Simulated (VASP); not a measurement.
# Nickel: structure and properties in VASP, part 2 of 2

Aim: relax Nickel, then compute properties on the relaxed cell. Left out of this account: 1 further run (core levels: core levels are not valid at this level). The start is a cell from a database of measured crystal structures.

VASP 6.6.1, plane waves and PAW; the level of theory is named at each step.

Still holding for the runs below: The magnetic order is the lowest of the few collinear ones that converged above; longer or canted patterns were not tried.

So far, moment of the cell, from the last line of the log (μB): step 2 (magnetic order: ferromagnetic) 0.755; step 7 (full relaxation (r2SCAN)) 0.642; step 8 (second relaxation) 0.643; step 10 (bands along the symmetry lines (r2SCAN)) 0.643.

## Step 11: Density of states (r2SCAN)

A density of states needs more k-points than a total energy; ISMEAR = -5 takes tetrahedra, and LORBIT projects the states on the PAW spheres. The mesh is finer than in the run before.

The input, INCAR:

```
SYSTEM = Ni
PREC = Accurate
ENCUT = 400
EDIFF = 1E-06
NELM = 100
ISMEAR = -5
SIGMA = 0.2
LREAL = .FALSE.
ALGO = Normal
METAGGA = R2SCAN
LASPH = .TRUE.
NBANDS = 17
ISPIN = 2
MAGMOM = 0.661
LMAXMIX = 4
LORBIT = 11
LWAVE = .FALSE.
LCHARG = .FALSE.
KPAR = 4
NEDOS = 2001
```

The input, POSCAR:

```
Ni
1.0
    0.0000000000      1.7363269909      1.7363269909
    1.7363269909      0.0000000000      1.7363269909
    1.7363269909      1.7363269909      0.0000000000
Ni
1
Direct
    0.0000000000      0.0000000000      0.0000000000
```

The input, KPOINTS:

```
Automatic mesh
0
Gamma
16 16 16
0 0 0
```

Potentials, in the order of the species: Ni (PBE family, release 64).

The run is started by

```
> mpirun -np 4 vasp_std
```

The job ended after 13 s (4 MPI ranks of Intel Xeon 6975P-C (Granite Rapids), shared host; peak memory 0.53 GiB; 49 s of CPU time).

With tetrahedra the forces and stress of a metal are not exact derivatives of the energy.

This step gave:

* irreducible k-points: 145
* free energy (TOTEN): -11.94 eV
* Fermi energy: 9.891 eV
* pressure: 0.4323 GPa
* moment of the cell, from the last line of the log: 0.7055 μB
* DOS at the Fermi level: 1.270 states/eV/cell

Spin moment in the PAW sphere by atom:

```csv
atom,spin moment in the PAW sphere (μB)
Ni1,0.724
```

The density of states has structure finer than the step of the table below, so its rows give means over 1 eV, whole bins alone (the curve runs from -12.0 to 7.91 eV). Peaks (eV: height): total down -2.0: 1.56, -1.6: 1.70, -1.0: 1.30, 0.1: 1.75; total up -4.3: 1.05, -2.7: 1.91, -1.1: 2.64; Ni d up -4.3: 0.883, -2.7: 1.79, -1.1: 2.59; Ni d down -2.0: 1.37, -1.6: 1.56, -1.0: 1.22, 0.1: 1.72; Ni p up -4.2: 0.0624, -3.9: 0.0623, -3.0: 0.0871, -2.5: 0.057.

States under -12.0 eV and over 7.9 eV are left out. The density of states by energy, zero at the Fermi level; means over each step; 7 of 8 lines; values in states/eV/cell:

```csv
energy (eV),total down,total up,Ni d up,Ni d down,Ni p up,Ni p down,Ni s up
-11,0,0,0,0,0,0,0
-10,0.00506,0.00116,0,0,1.2e-5,1.1e-4,9.0e-4
-9,0.0299,0.0251,9.2e-5,1.7e-4,0.00141,0.00214,0.0182
-8,0.0482,0.0456,0.00133,0.00131,0.00525,0.00623,0.0296
-7,0.0690,0.0706,0.00678,0.00524,0.0112,0.0121,0.0386
-6,0.105,0.140,0.0428,0.0196,0.0212,0.0206,0.0531
-5,0.290,0.622,0.451,0.150,0.0400,0.0350,0.0711
-4,0.544,0.870,0.744,0.405,0.0538,0.0450,0.0117
-3,0.764,1.31,1.17,0.650,0.0660,0.0550,0.0120
-2,1.28,1.14,1.07,1.12,0.0294,0.0831,0.00667
-1,1.07,1.05,1.01,1.00,0.0151,0.0306,0.00884
0,1.05,0.145,0.0940,1.01,0.0274,0.0142,0.0132
1,0.201,0.129,0.0645,0.155,0.0375,0.0257,0.0139
2,0.149,0.121,0.0492,0.0873,0.0442,0.0376,0.0126
3,0.129,0.113,0.0386,0.0622,0.0490,0.0438,0.0101
4,0.107,0.0933,0.0298,0.0454,0.0436,0.0419,0.00696
5,0.0815,0.0730,0.0223,0.0313,0.0360,0.0352,0.00447
6,0.0542,0.0736,0.0256,0.0195,0.0233,0.0249,0.0165
7,0.107,0.128,0.0447,0.0447,0.0316,0.0194,0.0378
```

The finer mesh and the other smearing move the Fermi level by +0.03 eV from the 11×11×11 run, a small shift, which tests the Fermi level alone. Of the states within 0.3 eV of the Fermi level, the largest shares in the PAW spheres are Ni d 94 %. The rest lies in smaller channels or between the spheres.

## Step 12: Volume scan with r2SCAN

An equation of state needs energies on both sides of the minimum, all on one mesh and cutoff.

INCAR, as its differences from that of step 11:

```diff
@@ -5,3 +5,3 @@
 NELM = 100
-ISMEAR = -5
+ISMEAR = 1
 SIGMA = 0.2
@@ -11,3 +11,3 @@
 LASPH = .TRUE.
-NBANDS = 17
+NBANDS = 12
 ISPIN = 2
@@ -19,2 +19,2 @@
 KPAR = 4
-NEDOS = 2001
+ISIF = 2
```

The input, POSCAR:

```
Ni
1.0
    0.0000000000      1.7008818005      1.7008818005
    1.7008818005      0.0000000000      1.7008818005
    1.7008818005      1.7008818005      0.0000000000
Ni
1
Direct
    0.0000000000      0.0000000000      0.0000000000
```

The input, KPOINTS:

```
Automatic mesh
0
Gamma
11 11 11
0 0 0
```

The run is started by

```
> mpirun -np 4 vasp_std
```

Run time: 5.8 s. Hardware: 4 MPI ranks; peak memory 0.46 GiB; 21 s of CPU time.

The scan keeps the cell's shape and the fractional positions fixed.

Numbers from this step:

```
SCF cycles                                        : 14
bands                                             : 12
irreducible k-points                              : 56
free energy (TOTEN)                               : -11.90 eV
energy at zero smearing                           : -11.90 eV
Fermi energy                                      : 10.79 eV
pressure                                          : 15.41 GPa
moment of the cell, from the last line of the log : 0.6028 μB
```

Spin moment in the PAW sphere by atom:

```csv
atom,spin moment in the PAW sphere (μB)
Ni1,0.613
```

The pressure here is 15.41 GPa.

## Step 13: Volume scan with r2SCAN (run 2)

INCAR is that of step 12.

The input, POSCAR:

```
Ni
1.0
    0.0000000000      1.7128602360      1.7128602360
    1.7128602360      0.0000000000      1.7128602360
    1.7128602360      1.7128602360      0.0000000000
Ni
1
Direct
    0.0000000000      0.0000000000      0.0000000000
```

KPOINTS is that of step 12.

The run is started by

```
> mpirun -np 4 vasp_std
```

Run time: 6.2 s. Hardware: 4 MPI ranks; peak memory 0.46 GiB.

This step gave:

- SCF cycles: 15
- free energy (TOTEN): -11.92 eV
- energy at zero smearing: -11.92 eV
- Fermi energy: 10.46 eV
- pressure: 9.582 GPa
- moment of the cell, from the last line of the log: 0.6096 μB

The pressure falls from 15.41 to 9.58 GPa.

The run ends at a pressure of 9.58 GPa.

## Step 14: Volume scan with r2SCAN (run 3)

INCAR is that of step 13.

The input, POSCAR:

```
Ni
1.0
    0.0000000000      1.7246734385      1.7246734385
    1.7246734385      0.0000000000      1.7246734385
    1.7246734385      1.7246734385      0.0000000000
Ni
1
Direct
    0.0000000000      0.0000000000      0.0000000000
```

KPOINTS is that of step 13.

The run is started by

```
> mpirun -np 4 vasp_std
```

It took 6.4 s on 4 MPI ranks; peak memory 0.45 GiB.

The pressure falls from 9.58 to 4.41 GPa.

The run ends at a pressure of 4.41 GPa.

## Step 15: Volume scan with r2SCAN (run 4)

INCAR is that of step 14.

The input, POSCAR:

```
Ni
1.0
    0.0000000000      1.7363269909      1.7363269909
    1.7363269909      0.0000000000      1.7363269909
    1.7363269909      1.7363269909      0.0000000000
Ni
1
Direct
    0.0000000000      0.0000000000      0.0000000000
```

KPOINTS is that of step 14.

The run is started by

```
> mpirun -np 4 vasp_std
```

Wall time 6.6 s (4 MPI ranks); peak memory 0.45 GiB.

The pressure falls from 4.41 to -0.08 GPa, so it vanishes between these two volumes.

## Step 16: Volume scan with r2SCAN (run 5)

INCAR is that of step 15.

The input, POSCAR:

```
Ni
1.0
    0.0000000000      1.7478261803      1.7478261803
    1.7478261803      0.0000000000      1.7478261803
    1.7478261803      1.7478261803      0.0000000000
Ni
1
Direct
    0.0000000000      0.0000000000      0.0000000000
```

KPOINTS is that of step 15.

The run is started by

```
> mpirun -np 4 vasp_std
```

Run time: 7 s. Hardware: 4 MPI ranks; peak memory 0.47 GiB; 26 s of CPU time.

The pressure falls from -0.08 to -3.88 GPa.

The run ends at a pressure of -3.88 GPa.

## Step 17: Volume scan with r2SCAN (run 6)

INCAR is that of step 16.

The input, POSCAR:

```
Ni
1.0
    0.0000000000      1.7591760189      1.7591760189
    1.7591760189      0.0000000000      1.7591760189
    1.7591760189      1.7591760189      0.0000000000
Ni
1
Direct
    0.0000000000      0.0000000000      0.0000000000
```

KPOINTS is that of step 16.

The run is started by

```
> mpirun -np 4 vasp_std
```

It took 6.8 s on 4 MPI ranks; peak memory 0.45 GiB.

The pressure falls from -3.88 to -7.13 GPa.

The run ends at a pressure of -7.13 GPa.

## Step 18: Volume scan with r2SCAN (run 7)

A prediction first. A parabola through the 6 pressures of evenly scaled cells so far, P = -0.06 -207.4 t +692 t² GPa with t = ln(V/V₁) and V₁ the volume at scale 1, gives -9.80 GPa at t = +0.0583.

INCAR is that of step 17.

The input, POSCAR:

```
Ni
1.0
    0.0000000000      1.7703812638      1.7703812638
    1.7703812638      0.0000000000      1.7703812638
    1.7703812638      1.7703812638      0.0000000000
Ni
1
Direct
    0.0000000000      0.0000000000      0.0000000000
```

KPOINTS is that of step 17.

The run is started by

```
> mpirun -np 4 vasp_std
```

Elapsed: 6.8 s, on 4 MPI ranks; peak memory 0.46 GiB.

The pressure falls from -7.13 to -10.15 GPa. The parabola predicted -9.80 GPa, +0.35 GPa off.

## Step 19: Side by side

Times are for 4 MPI ranks of Intel Xeon 6975P-C (Granite Rapids), shared host. The series side by side:

```csv
no.,volume scale,energy above the lowest point (meV/atom),pressure (GPa),time,memory (GiB)
1,0.94,31.06,15.41,5.8 s,0.46
2,0.96,13.74,9.582,6.2 s,0.46
3,0.98,3.58,4.410,6.4 s,0.45
4,1,0,-0.08383,6.6 s,0.45
5,1.02,1.63,-3.882,7 s,0.47
6,1.04,7.46,-7.133,6.8 s,0.45
7,1.06,17.32,-10.15,6.8 s,0.46
```

## Step 20: Fit for r2SCAN

This step: Birch-Murnaghan fit, r2SCAN; plane waves and PAW (VASP 6.6.1).

This step runs nothing: it gathers the runs above.

The fit is poor or the pressure derivative of its modulus unusual (most solids lie near 4 to 5), which can come from the mesh or from a state that changes along the scan.

This step gave:

```yaml
pressure_derivative_of_the_bulk_modulus: 7.676
r_m_s_error_of_the_fit: 6.99e-5 eV/atom
minimum_inside_the_sampled_range: yes
bulk_modulus: 196.7 GPa
equilibrium_volume_of_the_fit: 10.51 Å³/atom
```

Table of energy above the fitted minimum by volume:

```csv
volume (Å³/atom),energy above the fitted minimum (eV/atom)
9.841,0.0312
10.051,0.0139
10.260,0.00370
10.470,1.1e-4
10.679,0.00175
10.888,0.00758
11.098,0.0174
```

The fitted volume lies +0.35 % from the relaxed one.

## Step 21: Summary of results

```yaml
relaxed_volume: 10.47 Å³/atom
relaxed_conventional_cell_a_b_c: 3.473, 3.473, 3.473 Å
space_group_after_relaxing_within_0p02_a: Fm-3m (No. 225)
moment_of_the_cell_16x16x16_mesh: 0.706 μB
largest_site_moment_16x16x16_mesh: 0.724 μB on Ni1
band_gap: none, a metal
dos_at_the_fermi_level: 1.27 states/eV/cell
bulk_modulus_from_the_fit: 197 GPa
volume_from_the_fit: 10.5 Å³/atom
```

In words: With r2SCAN, Nickel relaxes to 10.47 Å³/atom in space group Fm-3m, comes out as a metal, keeps moments of up to 0.724 μB (16×16×16 mesh) and has a bulk modulus of 197 GPa. Against the listed cell the volume lies -4.3 %. Bands along the symmetry lines (r2SCAN), spin up: Of the bands kept, 1 crosses the Fermi level on this path. Bands along the symmetry lines (r2SCAN), spin down: Of the bands kept, 3 cross the Fermi level on this path. The k-sampling is coarse for a metal, so the Fermi level, moments, pressures and the shape of the cell carry errors. Only a few collinear orders were tried, on the cell as listed. No search among competing phases was made. All values are for a static lattice at zero temperature.

[Lines on the potential files, build, host, timing and source positions are cut from VASP's logs without a mark.]

[Logs are printed without paths, hosts, clocks, repeated set-up lines and the standing remarks that a program may print on its own settings, such as how far it seeks lower states.]

[Hosts, paths, dates, database ids (printed as entryN), source tags and the programs' standing remarks are cut or masked in the printed files.]

[A measured line is paired with the nearest computed mode of its activity, which favours agreement.]
